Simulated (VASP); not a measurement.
Cost and result of VASP (PAW) for the lattice constant a of SrCl2 (fluorite). Static lattice. The cost counts the five points of the equation of state, each on the mesh and cut-off of its row, so the ratios hold those differences too. With PBE it took about 2 core-minutes. Costs are core time on shared hosts, one run each; read them as rough ratios.

| level | k-mesh | cut-off (eV) | lattice constant a (Å) | cost over PBE |
|---|---|---|---|---|
| LDA | 6×6×6 | 520 | 6.812 | within a factor of 2 |
| PBEsol | 6×6×6 | 520 | 6.920 | within a factor of 2 |
| PBE | 6×6×6 | 520 | 7.050 | reference |
| r2SCAN | 6×6×6 | 520 | 7.002 | about 6 times |
| SCAN | 6×6×6 | 520 | ? | about 6 times |

Q: What belongs in the gaps?

A: 
- SCAN, lattice constant a (Å): 6.981

Left out are levels that failed, ran on another kind of processor or have no fit band path; at most nine are shown.

The compound is SrCl2 in the fluorite structure.
